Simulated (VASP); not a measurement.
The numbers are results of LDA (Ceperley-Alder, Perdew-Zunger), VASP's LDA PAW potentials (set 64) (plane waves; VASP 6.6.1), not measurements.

Input for VASP

INCAR:
```
ALGO = Normal
EDIFF = 1E-6
EDIFFG = -0.02
ENCUT = 620
IBRION = 2
ISIF = 3
ISMEAR = 0
LASPH = .TRUE.
LCHARG = .FALSE.
LREAL = .FALSE.
LWAVE = .FALSE.
NELM = 100
NSW = 40
PREC = Accurate
PSTRESS = 450
SIGMA = 0.05
SYSTEM = BN
```

### POSCAR
```
BN
1
    0.0000000000     1.7360910542     1.7360910542
    1.7360910542     0.0000000000     1.7360910542
    1.7360910542     1.7360910542     0.0000000000
B N
1 1
Direct
  0.0000000000   0.0000000000   0.0000000000
  0.2500000000   0.2500000000   0.2500000000
```

### KPOINTS
```
Automatic mesh
0
Gamma
13 13 13
0 0 0
```

POTCAR, in this order: B N (LDA.64 set). Program: vasp_std.

Output of the run:

File OSZICAR:
```
       N       E                     dE             d eps       ncg     rms          rms(c)
DAV:   1     0.113829125573E+02    0.11383E+02   -0.60612E+03  1408   0.116E+03
DAV:   2    -0.205102469236E+02   -0.31893E+02   -0.30863E+02  1832   0.179E+02
DAV:   3    -0.206581019193E+02   -0.14785E+00   -0.14785E+00  1568   0.153E+01
DAV:   4    -0.206582205438E+02   -0.11862E-03   -0.11862E-03  1808   0.407E-01
DAV:   5    -0.206582205739E+02   -0.30187E-07   -0.30187E-07  1496   0.503E-03    0.719E+00
DAV:   6    -0.194744263293E+02    0.11838E+01   -0.37567E+00  1368   0.147E+01    0.348E+00
DAV:   7    -0.193145454783E+02    0.15988E+00   -0.17898E-01  1800   0.382E+00    0.190E+00
DAV:   8    -0.192799343942E+02    0.34611E-01   -0.66341E-02  1464   0.213E+00    0.238E-01
DAV:   9    -0.192797891133E+02    0.14528E-03   -0.38111E-04  1360   0.256E-01    0.866E-02
DAV:  10    -0.192797704648E+02    0.18648E-04   -0.47908E-05  1808   0.804E-02    0.136E-02
DAV:  11    -0.192797707931E+02   -0.32828E-06   -0.73979E-07  1032   0.836E-03
   1 F= -.16340434E+02 E0= -.16340434E+02  d E =-.163404E+02
```

### OUTCAR
```
------------------------ aborting loop because EDIFF is reached ----------------------------------------
  FORCE on cell =-STRESS in cart. coord.  units (eV):
  Direction    XX          YY          ZZ          XY          YZ          ZX
  --------------------------------------------------------------------------------------
  Total        2.9293913      2.9293913      2.9293913     -0.0000000      0.0000000     -0.0000000
  in kB      448.4773103    448.4773103    448.4773103     -0.0000000      0.0000000     -0.0000000
  external PRESSURE =      -1.5226897 kB  Pullay stress =     450.0000000 kB
  volume of cell :       10.47
      direct lattice vectors                 reciprocal lattice vectors
     0.000000000  1.736091054  1.736091054    -0.288003327  0.288003327  0.288003327
     1.736091054  0.000000000  1.736091054     0.288003327 -0.288003327  0.288003327
     1.736091054  1.736091054  0.000000000     0.288003327  0.288003327 -0.288003327
  FREE ENERGIE OF THE ION-ELECTRON SYSTEM (eV)
  ---------------------------------------------------
  free  energy   TOTEN  =       -19.2797707931 eV

  energy  without entropy=      -19.2797707931  energy(sigma->0) =      -19.27977079
  enthalpy is  TOTEN    =       -16.3404335006 eV   P V=        2.9393372926

 reached required accuracy - stopping structural energy minimisation
```
(Selected blocks of OUTCAR.)

The compound is BN in the zinc blende structure. It was relaxed first under an external pressure of 45 GPa.
